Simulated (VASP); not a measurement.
```xyz
4
Lattice="4.2600 2.1300 2.1300 2.1300 4.2600 2.1300 2.1300 2.1300 4.2600" Properties=species:S:1:pos:R:3 pbc="T T T"
Co     0.0000     0.0000     0.0000
Co     4.2600     4.2600     4.2600
O      2.1300     2.1300     2.1300
O      6.3900     6.3900     6.3900
```
Starting moments (μB, in the order of the record's atoms Co Co O O): 3.0 -3.0 0.0 0.0.

The base run (VASP): PBE GGA, plane waves, VASP's PBE PAW potentials (set 64). Numerical set-up: 520 eV cut-off, 8×8×8 Γ-centred mesh, Gaussian smearing of 0.050 eV, potentials Co O.

One setting is varied; ΔE counts from the base run. The base run took about 3 core-minutes. Times come from single runs on busy shared machines, so they are rough: good to a factor of about 2.

Pressures at a finite cut-off, here 520 eV, hold a Pulay part, which this task's highest cut-off puts under 0.2 GPa.

| setting | cost over the base run | electronic steps | ΔE (meV/atom) | pressure (GPa) |
|---|---|---|---|---|
| KPOINTS 4×4×4 Monkhorst-Pack mesh | about 1/5 | 19 | 1.0 | -3.27 |
| KPOINTS 5×5×5 Monkhorst-Pack mesh | about 1/3 | 21 | 1.0 | -2.85 |
| KPOINTS 6×6×6 Monkhorst-Pack mesh | within a factor of 2 | 28 | 0.4 | -2.97 |
| KPOINTS 8×8×8 Monkhorst-Pack mesh | within a factor of 2 | 22 | 0.0 | -3.67 |
| base run | reference | 23 | 0.0 | -3.67 |

Left out are runs that failed, have no time on record or changed the cell.

The compound is CoO in the rock salt, AFM-II order structure. The cell was not relaxed at this level.
